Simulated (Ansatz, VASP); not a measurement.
# Yb3SnO in two plane-wave programs, part 2 of 2

One calculation is typed for both programs; each brings its own data sets and cutoff. How far apart do they land?

VASP 6.6.1 and Ansatz 0.2.0.

So far. Step 2 (Ansatz: single point, LDA): The run ends at a pressure of -7.72 GPa.

**3. VASP: single point, LDA**

Level of this step: LDA, spin-polarised from a ferrimagnetic start; plane waves and PAW (Yb, Sn_d, O) (VASP).

The same cell, functional (in two slightly different forms), mesh and smearing now go to VASP, with its own data sets and cutoff.

Lines of VASP's logs that name or quote its potential files are left out, and so is its time.

INCAR

```
SYSTEM = Yb3SnO
PREC = Accurate
ENCUT = 480
EDIFF = 1E-06
NELM = 150
ISMEAR = 0
SIGMA = 0.05
LREAL = .FALSE.
ALGO = Normal
GGA = CA
NBANDS = 59
ISPIN = 2
MAGMOM = 1 -1 1 0 0
LMAXMIX = 6
AMIX = 0.2
BMIX = 1E-04
AMIX_MAG = 0.8
BMIX_MAG = 1E-04
LORBIT = 11
LWAVE = .FALSE.
LCHARG = .FALSE.
KPAR = 2
NEDOS = 1200
LASPH = .TRUE.
```

POSCAR

```
Yb3SnO
1.0
    4.8368300000      0.0000000000      0.0000000000
    0.0000000000      4.8368300000      0.0000000000
    0.0000000000      0.0000000000      4.8368300000
Yb Sn O
3 1 1
Direct
    0.5000000000      0.5000000000      0.0000000000
    0.5000000000      0.0000000000      0.5000000000
    0.0000000000      0.5000000000      0.5000000000
    0.0000000000      0.0000000000      0.0000000000
    0.5000000000      0.5000000000      0.5000000000
```

KPOINTS

```
Automatic mesh
0
Gamma
4 4 4
0 0 0
```

PAW data sets: Yb, Sn_d and O (PBE family, release 64).

Command:

```bash
> mpirun -np 2 vasp_std
```

Numbers of over 12 decimals in the logs are rounded to 6 here.

Log:

```text
[banner, memory and clock lines left out]
running    2 mpi-ranks, on    1 nodes
 distrk:  each k-point on    1 cores,    2 groups
 distr:  one band on    1 cores,    1 groups

 POSCAR found type information on POSCAR YbSnO
 POSCAR found :  3 types and       5 ions
|                                                                             |
|               ----> ADVICE to this user running VASP <----                  |
|                                                                             |
|     You enforced a specific xc type in the INCAR file but a different       |
|     [... a line on the potential file left out ...]
|     I HOPE YOU KNOW WHAT YOU ARE DOING!                                     |
|                                                                             |

 LDA part: xc-table for (Slater(with rela. corr.)+CA(PZ))
 , standard interpolation
 POSCAR, INCAR and KPOINTS ok, starting setup
 FFT: planning ... GRIDC
 FFT: planning ... GRID_SOFT
 FFT: planning ... GRID
 WAVECAR not read
 entering main loop
       N       E                     dE             d eps       ncg     rms          rms(c)
DAV:   1     0.952884195148E+03    0.95288E+03   -0.26642E+04  6797   0.918E+03
DAV:   2     0.225482922563E+03   -0.72740E+03   -0.66428E+03  6935   0.145E+03
DAV:   3     0.162671008464E+02   -0.20922E+03   -0.20255E+03  5540   0.345E+02
DAV:   4    -0.204576163941E+02   -0.36725E+02   -0.35999E+02  6915   0.142E+02
DAV:   5    -0.300093534077E+02   -0.95517E+01   -0.94515E+01  8466   0.613E+01    0.992E+01
DAV:   6    -0.306798240880E+02   -0.67047E+00   -0.24370E+01  8256   0.488E+01    0.343E+01
DAV:   7    -0.310091210130E+02   -0.32930E+00   -0.52243E+00  8440   0.615E+01    0.313E+01
DAV:   8    -0.313017523978E+02   -0.29263E+00   -0.26334E+00  8184   0.442E+01    0.270E+01
DAV:   9    -0.317260976241E+02   -0.42435E+00   -0.71282E+00  7376   0.761E+01    0.203E+01
DAV:  10    -0.316563439501E+02    0.69754E-01   -0.22386E+00  7056   0.425E+01    0.160E+01
DAV:  11    -0.310908853668E+02    0.56546E+00   -0.16379E+00  6456   0.392E+01    0.108E+01
DAV:  12    -0.315608088606E+02   -0.46992E+00   -0.10316E+00  7456   0.401E+01    0.164E+01
DAV:  13    -0.312119063008E+02    0.34890E+00   -0.49620E+00  6653   0.570E+01    0.562E+00
DAV:  14    -0.312778313662E+02   -0.65925E-01   -0.75783E-01  7584   0.103E+01    0.807E+00
[...]
DAV:  46    -0.310640631858E+02    0.17658E-03   -0.22275E-05  5984   0.724E-01    0.575E-01
DAV:  47    -0.310639332087E+02    0.12998E-03   -0.31431E-05  7320   0.620E-01    0.605E-01
DAV:  48    -0.310638187125E+02    0.11450E-03   -0.29677E-05  6952   0.697E-01    0.582E-01
DAV:  49    -0.310638231102E+02   -0.43977E-05   -0.43716E-05  6088   0.573E-02    0.557E-01
DAV:  50    -0.310638143754E+02    0.87348E-05   -0.78245E-07  3120   0.676E-02    0.563E-01
DAV:  51    -0.310636349320E+02    0.17944E-03   -0.19314E-04  6552   0.217E+00    0.767E-01
DAV:  52    -0.310636434071E+02   -0.84751E-05   -0.73530E-05  6829   0.851E-02    0.780E-01
DAV:  53    -0.310636438594E+02   -0.45229E-06   -0.73111E-06  5424   0.354E-02
   1 F= -.31063644E+02 E0= -.31062806E+02  d E =-.167552E-02  mag=    -0.0007
```

From OUTCAR (step 3):

```text
ion  position               nearest neighbor table
   1  0.500  0.500  0.000-   5 2.42   5 2.42   4 3.42   2 3.42   2 3.42   3 3.42   3 3.42   2 3.42
                             4 3.42   2 3.42   3 3.42   4 3.42   3 3.42   4 3.42
   2  0.500  0.000  0.500-   5 2.42   5 2.42   4 3.42   1 3.42   1 3.42   4 3.42   1 3.42   3 3.42
                             3 3.42   1 3.42   3 3.42   4 3.42   4 3.42   3 3.42
   3  0.000  0.500  0.500-   5 2.42   5 2.42   4 3.42   1 3.42   1 3.42   4 3.42   2 3.42   4 3.42
                             4 3.42   1 3.42   2 3.42   2 3.42   1 3.42   2 3.42
   4  0.000  0.000  0.000-   1 3.42   2 3.42   3 3.42   2 3.42   3 3.42   1 3.42   3 3.42   3 3.42
                             1 3.42   2 3.42   2 3.42   1 3.42
   5  0.500  0.500  0.500-   1 2.42   2 2.42   3 2.42   1 2.42   2 2.42   3 2.42

  LATTYP: Found a simple cubic cell.
 ALAT       =     4.8368300000

 Subroutine GETGRP returns: Found 48 space group operations
 (whereof 48 operations were pure point group operations)

The static configuration has the point symmetry O_h .

 Found     18 irreducible k-points:

   k-points           NKPTS =     18   k-points in BZ     NKDIM =     18   number of bands    NBANDS=     59

   dimension x,y,z NGX =    36 NGY =   36 NGZ =   36
   dimension x,y,z NGXF=    72 NGYF=   72 NGZF=   72

   ENCUT  =  480.0 eV  35.28 Ry    5.94 a.u.   8.64  8.64  8.64*2*pi/ulx,y,z

   NELECT =      92.0000    total number of electrons

 k-points in reciprocal lattice and weights: Automatic mesh
   0.00000000  0.00000000  0.00000000       0.016
   0.25000000  0.00000000  0.00000000       0.062
   0.00000000  0.25000000  0.00000000       0.031
   0.50000000  0.00000000  0.00000000       0.031
   0.00000000  0.50000000  0.00000000       0.016
   0.25000000  0.25000000  0.00000000       0.125
   0.25000000  0.00000000  0.25000000       0.062
   0.50000000  0.25000000  0.00000000       0.062
   0.00000000  0.50000000  0.25000000       0.062
[...]
0.50000000  0.25000000  0.50000000       0.031
   0.50000000  0.50000000  0.50000000       0.016

 average (electrostatic) potential at core
       1 -32.5788       2 -32.5784       3 -32.5788       4-101.9817       5 -72.3503

 E-fermi :   3.9336

 spin component 1
 k-point     1 :       0.0000    0.0000    0.0000
  band No.  band energies     occupation
    ...
     41       3.7311      1.00000
     42       3.7315      1.00000
     43       3.7505      1.00000
     44       3.7505      1.00000
     45       3.7511      1.00000
     46       4.0559      0.00027
     47       4.0560      0.00027
     48       4.0560      0.00027
     49       4.4756      0.00000
     50       4.4757      0.00000
    ...

 k-point     2 :       0.2500    0.0000    0.0000
  band No.  band energies     occupation
    ...
     42       3.7457      1.00000
     43       3.7463      1.00000
     44       3.7885      0.99998
     45       3.8072      0.99982
     46       3.8074      0.99982
     47       3.9678      0.16695
     48       4.3539      0.00000
     49       4.5988      0.00000
     50       5.5829      0.00000
     51       5.5830      0.00000
    ...

 k-point     3 :       0.0000    0.2500    0.0000
  band No.  band energies     occupation
    ...
     42       3.7452      1.00000
     43       3.7452      1.00000
     44       3.7885      0.99998
     45       3.8076      0.99982
     46       3.8076      0.99982
     47       3.9678      0.16631
     48       4.3534      0.00000
     49       4.5988      0.00000
     50       5.5831      0.00000
     51       5.5831      0.00000
    ...

 k-point     4 :       0.5000    0.0000    0.0000
  band No.  band energies     occupation
    ...
     42       3.7423      1.00000
     43       3.7423      1.00000
     44       3.7434      1.00000
     45       3.7700      1.00000
     46       3.7706      1.00000
     47       4.6886      0.00000
     48       4.8698      0.00000
     49       6.0646      0.00000
     50       6.1374      0.00000
     51       6.7805      0.00000
    ...

 k-point     5 :       0.0000    0.5000    0.0000
  band No.  band energies     occupation
    ...
     42       3.7394      1.00000
     43       3.7394      1.00000
     44       3.7451      1.00000
     45       3.7720      1.00000
     46       3.7720      1.00000
     47       4.6878      0.00000
     48       4.8702      0.00000
     49       6.0650      0.00000
     50       6.1369      0.00000
     51       6.7815      0.00000
    ...

 k-point     6 :       0.2500    0.2500    0.0000
  band No.  band energies     occupation
    ...
     42       3.7268      1.00000
     43       3.7278      1.00000
     44       3.7353      1.00000
     45       3.7640      1.00000
     46       3.7975      0.99994
     47       4.3909      0.00000
     48       4.8845      0.00000
     49       5.5374      0.00000
     50       5.6386      0.00000
     51       5.9140      0.00000
    ...

  Total       -6.6029164     -6.6223014     -6.6029164      0.0000000      0.0000000      0.0000000
  in kB      -93.4897308    -93.7642000    -93.4897308      0.0000000      0.0000000      0.0000000
  external PRESSURE =     -93.5812205 kB  Pullay stress =       0.0000000 kB

  energy-cutoff  :      480.00
  volume of cell :      113.16
      direct lattice vectors                 reciprocal lattice vectors
     4.836830000  0.000000000  0.000000000     0.206746981  0.000000000  0.000000000
     0.000000000  4.836830000  0.000000000     0.000000000  0.206746981  0.000000000
     0.000000000  0.000000000  4.836830000     0.000000000  0.000000000  0.206746981

 POSITION                                       TOTAL-FORCE (eV/Angst)
 -----------------------------------------------------------------------------------
      2.41841      2.41841      0.00000         0.000000      0.000000      0.000000
      2.41841      0.00000      2.41841         0.000000      0.000000      0.000000
      0.00000      2.41841      2.41841         0.000000      0.000000      0.000000
      0.00000      0.00000      0.00000         0.000000      0.000000      0.000000
      2.41841      2.41841      2.41841         0.000000      0.000000      0.000000
 -----------------------------------------------------------------------------------
    total drift:                               -0.000000      0.000000      0.000000

  FREE ENERGIE OF THE ION-ELECTRON SYSTEM (eV)
  ---------------------------------------------------
  free  energy   TOTEN  =       -31.0636438594 eV

  energy  without entropy=      -31.0619683432  energy(sigma->0) =      -31.06280610

 total charge
# of ion       s       p       d       f       tot
--------------------------------------------------
    1        2.141   5.999   0.379  13.632  22.151
    2        2.141   5.999   0.379  13.634  22.153
    3        2.141   5.999   0.379  13.632  22.151
    4        1.109   1.296   9.940   0.000  12.344
    5        1.544   3.408   0.000   0.000   4.952
--------------------------------------------------
tot          9.075  22.701  11.078  40.898  83.752

 magnetization (x)
# of ion       s       p       d       f       tot
--------------------------------------------------
    1        0.000   0.000   0.000  -0.000   0.000
    2       -0.000   0.000   0.000  -0.000  -0.000
    3        0.000   0.000   0.000  -0.000   0.000
    4       -0.000  -0.000   0.000   0.000  -0.000
    5       -0.000  -0.000   0.000   0.000  -0.000
--------------------------------------------------
tot          0.000   0.000   0.000  -0.000  -0.000

[... 6 further parts left out ...]
```

The moments of the start collapse, so the state is non-magnetic; other starts or orders were not tried. Without U or exact exchange the f electrons of Yb come out too delocalised, which can shrink the cell and pin f bands at the Fermi level. The PAW data sets were made with PBE, a small mismatch for LDA.

**4. Comparison**

Known differences besides the PAW data sets themselves: the two LDA forms differ slightly; the cutoff is 420 eV in Ansatz and 480 eV in VASP; Ansatz makes its cores anew for this functional, VASP keeps those of its PBE data sets. Total energies have different zeros and are not compared.

Both answers:

| quantity | Ansatz | VASP | difference |
| --- | --- | --- | --- |
| pressure (GPa) | -7.72 | -9.36 | +1.64 |

Ansatz's pressure holds a Pulay correction of 0.20 GPa; VASP's holds none.

**5. What moves the difference**

The difference is large enough to ask for its cause, so further runs change the set-up of one program at a time, as the table lists.

```
                                                           run  difference in pressure (GPa)
                                                      as above                           1.6
cores kept as stored, as VASP does, whose cores stay as stored                           1.6
                       Ansatz's larger PAW set (cutoff 900 eV)                           1.7
```

**6. Outcome**

| Quantity | Value |
| --- | --- |
| difference in pressure (single point, LDA) | 1.6 GPa |

In words: The difference in pressure is 1.6 GPa (single point, LDA), beyond the 1 GPa picked in this series as the mark of a large difference. For single point, LDA: no further run halves the difference in pressure; only Ansatz's side was varied. 2 further runs on this material are not shown. Differences of this kind measure data sets and numerical settings, not the functional's error against experiment.

[Lines on the potential files, build, host, timing and source positions are cut from VASP's logs without a mark.]

[Logs are printed without paths, hosts, clocks, repeated set-up lines and the standing remarks that a program may print on its own settings, such as how far it seeks lower states.]

[Hosts, paths, dates, database ids (printed as entryN), source tags and the programs' standing remarks are cut or masked in the printed files.]
